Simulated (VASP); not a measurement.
An input for Quantum ESPRESSO's pw.x (written as the equivalent of a VASP run, and not itself run):

```
&CONTROL
  calculation = 'vc-relax'
  pseudo_dir = './pseudo'
  outdir = './out'
  tprnfor = .true.
  tstress = .true.
  nstep = 40
  forc_conv_thr = 0.00039
/
&SYSTEM
  ibrav = 0
  nat = 4
  ntyp = 2
  ecutwfc = 78
  occupations = 'smearing'
  smearing = 'methfessel-paxton'
  degauss = 0.00735
  input_dft = 'pbe'
/
&ELECTRONS
  conv_thr = 7.3e-09
  electron_maxstep = 100
/
&IONS
/
&CELL
  press = 50
/
ATOMIC_SPECIES
  Sc 44.956 Sc.upf
  Al 26.982 Al.upf
CELL_PARAMETERS angstrom
     4.1063578    0.0000000   -0.0000000
     0.0000000    4.1063578   -0.0000000
    -0.0000000    0.0000000    4.1063578
ATOMIC_POSITIONS crystal
  Sc   0.0000000  0.0000000  0.0000000
  Al   0.0000000  0.5000000  0.5000000
  Al   0.5000000  0.0000000  0.5000000
  Al   0.5000000  0.5000000  0.0000000
K_POINTS automatic
  8 8 8 0 0 0
```

**Question.** Translate this input to VASP (INCAR, KPOINTS, POSCAR, choice of POTCAR).

**Answer.** Several could match; the one computed here: 
**POSCAR**
```
Al3Sc
1.0
  4.1063577756   0.0000000000   0.0000000000
  0.0000000000   4.1063577756   0.0000000000
  0.0000000000   0.0000000000   4.1063577756
Sc Al
1 3
Cartesian
  0.0000000000   0.0000000000   0.0000000000
  0.0000000000   2.0531788878   2.0531788878
  2.0531788878   0.0000000000   2.0531788878
  2.0531788878   2.0531788878   0.0000000000
```

INCAR:
```
# general
SYSTEM  = Al3Sc
PREC    = Accurate
ENCUT   = 480   # plane-wave cut-off (eV)
LREAL   = F   # projection in real space or not
LASPH   = T   # aspherical one-centre terms

# electronic loop
EDIFF   = 1E-7   # SCF stop (eV)
NELM    = 100   # most electronic steps
ALGO    = Normal
LMAXMIX = 4   # l cut-off of mixed one-centre charges

# smearing
ISMEAR  = 1   # Methfessel-Paxton
SIGMA   = 0.1   # width (eV)

# functional
GGA     = PE

# ions
IBRION  = 2   # conjugate gradients
NSW     = 40   # most ionic steps
ISIF    = 3
EDIFFG  = -0.01
PSTRESS = 50   # kbar

# output
LWAVE   = F
LCHARG  = F
```

File KPOINTS:
```
Automatic mesh
0
Gamma
8 8 8
0 0 0
```

POTCAR, in this order: Sc_sv Al (PBE.64 set). Program: vasp_std.

The two are equivalent in intent, not identical: the potentials are each code's own (VASP's PAW set, PseudoDojo norm-conserving files in pw.x), so ENCUT and ecutwfc are chosen apart and not converted; conv_thr bounds pw.x's estimated SCF error, while EDIFF bounds the energy change between steps; forc_conv_thr acts on force components and is met together with etot_conv_thr.

The compound is Al3Sc in the L1_2 structure. This run relaxes it under an external pressure of 5 GPa. Symmetry was kept, so distortions that lower it aren't found.
